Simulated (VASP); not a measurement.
Output of a VASP run:

**OSZICAR**
```
...
   2 F= -.13910788E+02 E0= -.13910417E+02  d E =-.101834E-02
       N       E                     dE             d eps       ncg     rms          rms(c)
DAV:   1    -0.139258908701E+02   -0.15103E-01   -0.40648E-01   464   0.491E+00    0.571E-01
DAV:   2    -0.139149565801E+02    0.10934E-01   -0.31422E-02   464   0.151E+00    0.288E-01
DAV:   3    -0.139087888610E+02    0.61677E-02   -0.17692E-02   464   0.159E+00    0.189E-02
DAV:   4    -0.139120293148E+02   -0.32405E-02   -0.79307E-03   464   0.130E+00    0.376E-02
DAV:   5    -0.139116961467E+02    0.33317E-03   -0.91195E-04   464   0.335E-01    0.186E-02
DAV:   6    -0.139118544825E+02   -0.15834E-03   -0.59022E-04   464   0.282E-01    0.165E-02
DAV:   7    -0.139116883633E+02    0.16612E-03   -0.88844E-04   464   0.325E-01    0.122E-02
DAV:   8    -0.139117712874E+02   -0.82924E-04   -0.14766E-04   464   0.135E-01    0.750E-03
DAV:   9    -0.139117570275E+02    0.14260E-04   -0.72082E-05   496   0.112E-01    0.199E-03
DAV:  10    -0.139117541124E+02    0.29151E-05   -0.49202E-06   520   0.243E-02    0.786E-04
DAV:  11    -0.139117532017E+02    0.91068E-06   -0.84696E-07   528   0.113E-02
   3 F= -.13911753E+02 E0= -.13911388E+02  d E =-.198379E-02
       N       E                     dE             d eps       ncg     rms          rms(c)
DAV:   1    -0.139667283286E+02   -0.54974E-01   -0.15937E+00   464   0.969E+00    0.113E+00
DAV:   2    -0.139248035263E+02    0.41925E-01   -0.12399E-01   464   0.298E+00    0.570E-01
DAV:   3    -0.139034747438E+02    0.21329E-01   -0.67725E-02   464   0.314E+00    0.349E-02
DAV:   4    -0.139133228514E+02   -0.98481E-02   -0.32010E-02   464   0.267E+00    0.750E-02
DAV:   5    -0.139118979034E+02    0.14249E-02   -0.58009E-03   464   0.932E-01    0.320E-02
DAV:   6    -0.139123108066E+02   -0.41290E-03   -0.27574E-03   464   0.646E-01    0.323E-02
DAV:   7    -0.139117058738E+02    0.60493E-03   -0.33395E-03   464   0.647E-01    0.277E-02
DAV:   8    -0.139121283120E+02   -0.42244E-03   -0.36256E-04   480   0.222E-01    0.165E-02
DAV:   9    -0.139120982490E+02    0.30063E-04   -0.53878E-04   472   0.299E-01    0.211E-03
DAV:  10    -0.139121015857E+02   -0.33367E-05   -0.33782E-05   528   0.775E-02    0.100E-03
DAV:  11    -0.139120999522E+02    0.16335E-05   -0.14114E-06   688   0.144E-02    0.764E-04
DAV:  12    -0.139120989565E+02    0.99574E-06   -0.60539E-07   496   0.111E-02
   4 F= -.13912099E+02 E0= -.13911743E+02  d E =-.232955E-02
       N       E                     dE             d eps       ncg     rms          rms(c)
DAV:   1    -0.139189038337E+02   -0.68039E-02   -0.18542E-01   464   0.332E+00    0.388E-01
DAV:   2    -0.139136403895E+02    0.52634E-02   -0.14057E-02   464   0.102E+00    0.195E-01
DAV:   3    -0.139107975793E+02    0.28428E-02   -0.78926E-03   464   0.998E-01    0.130E-02
DAV:   4    -0.139122366711E+02   -0.14391E-02   -0.32139E-03   464   0.778E-01    0.243E-02
DAV:   5    -0.139121731581E+02    0.63513E-04   -0.34865E-04   464   0.206E-01    0.126E-02
DAV:   6    -0.139121920990E+02   -0.18941E-04   -0.23073E-04   464   0.166E-01    0.107E-02
DAV:   7    -0.139121975531E+02   -0.54541E-05   -0.37374E-04   464   0.219E-01    0.723E-03
DAV:   8    -0.139122084255E+02   -0.10872E-04   -0.67350E-05   464   0.858E-02    0.541E-03
DAV:   9    -0.139122101190E+02   -0.16934E-05   -0.35239E-05   496   0.808E-02    0.142E-03
DAV:  10    -0.139122096976E+02    0.42131E-06   -0.40223E-06   480   0.230E-02
   5 F= -.13912210E+02 E0= -.13911852E+02  d E =-.244029E-02
```

File OUTCAR:
```
------------------------ aborting loop because EDIFF is reached ----------------------------------------
  FORCE on cell =-STRESS in cart. coord.  units (eV):
  Direction    XX          YY          ZZ          XY          YZ          ZX
  --------------------------------------------------------------------------------------
  Total        0.0019461      0.0019461      0.0019461      0.0000000      0.0000000      0.0000000
  in kB        0.0327436      0.0327436      0.0327436      0.0000000      0.0000000      0.0000000
  external PRESSURE =       0.0327436 kB  Pullay stress =       0.0000000 kB
  volume of cell :       95.22
      direct lattice vectors                 reciprocal lattice vectors
    -2.876689169  2.876689169  2.876689169     0.000000000  0.173810923  0.173810923
     2.876689169 -2.876689169  2.876689169     0.173810923  0.000000000  0.173810923
     2.876689169  2.876689169 -2.876689169     0.173810923  0.173810923  0.000000000
 POSITION                                       TOTAL-FORCE (eV/Angst)
 -----------------------------------------------------------------------------------
      0.00000      0.00000     -0.00000         0.000000      0.000000      0.000000
 -----------------------------------------------------------------------------------
    total drift:                               -0.000000     -0.000000      0.000000
  FREE ENERGIE OF THE ION-ELECTRON SYSTEM (eV)
  ---------------------------------------------------
  free  energy   TOTEN  =       -13.9122096976 eV

  energy  without entropy=      -13.9111354387  energy(sigma->0) =      -13.91185161

 reached required accuracy - stopping structural energy minimisation
```
(Selected blocks of OUTCAR.)

File POSCAR:
```
Rb
1
   -2.8250000000     2.8250000000     2.8250000000
    2.8250000000    -2.8250000000     2.8250000000
    2.8250000000     2.8250000000    -2.8250000000
Rb
1
Direct
  0.0000000000   0.0000000000   0.0000000000
```

Task: Reconstruct the remaining input files.

Result: This is not unique; one that fits is the input of the run itself, r2SCAN meta-GGA, plane waves, VASP's PBE PAW potentials (set 64).

**INCAR**
```
SYSTEM = Rb
PREC = Accurate; ENCUT = 520; LREAL = F
LASPH = T
EDIFF = 1E-6; NELM = 100; ALGO = Normal
LMAXMIX = 4; LMIXTAU = T
ISMEAR = 1; SIGMA = 0.1
METAGGA = R2SCAN
IBRION = 2; NSW = 60; ISIF = 3
EDIFFG = -0.01
LWAVE = F; LCHARG = F
```

**KPOINTS**
```
Automatic mesh
0
Gamma
8 8 8
0 0 0
```

POTCAR, in this order: Rb_sv (PBE.64 set). Program: vasp_std.

Energy and stress use the plane-wave basis of the starting cell.

The compound is Rb in the bcc structure. This run relaxes it. Symmetry was kept, so distortions that lower it aren't found.
